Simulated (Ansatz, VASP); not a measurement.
**One calculation of GaB12, two programs**

```
Ga B
1.0
     4.99759    0.00000    0.00000
     0.00000    4.99759    0.00000
     0.00000    0.00000    4.99759
Ga B
1 12
Direct
  0.50000 0.50000 0.50000
  0.24791 0.50000 0.00000
  0.75209 0.50000 0.00000
  0.00000 0.24791 0.50000
  0.00000 0.75209 0.50000
  0.50000 0.00000 0.24791
  0.50000 0.00000 0.75209
  0.50000 0.24791 0.00000
  0.50000 0.75209 0.00000
  0.24791 0.00000 0.50000
  0.75209 0.00000 0.50000
  0.00000 0.50000 0.75209
  0.00000 0.50000 0.24791
```

Alike in both runs: functional PBE; k mesh 8 × 8 × 8; occupations gaussian, width 0.1 eV; no spin polarisation.

Ansatz relaxed the structure, and its values are those at the end. VASP's run is a single point on that final structure, the one shown.

|  | VASP | Ansatz |
| --- | --- | --- |
| version | VASP 6.6.1 | Ansatz 0.2.0 |
| potentials or method | VASP PAW PBE potentials, release 64 (Ga_d, B) | scalar-relativistic, plane waves, PAW |
| plane-wave cutoff (eV) | 520 | 420 |
| valence electrons in the cell | 49 | 49 |

|  | VASP | Ansatz | Ansatz less VASP |
| --- | --- | --- | --- |
| gap on the k mesh at the Fermi level (eV) | none | none | - |
| pressure (GPa) | 0.0 | 0.0 | -0.02 |

A gap of «none» marks a metal or a gap that the smearing closes. With one functional, cell and mesh, what is left measures potentials, basis and numerics.
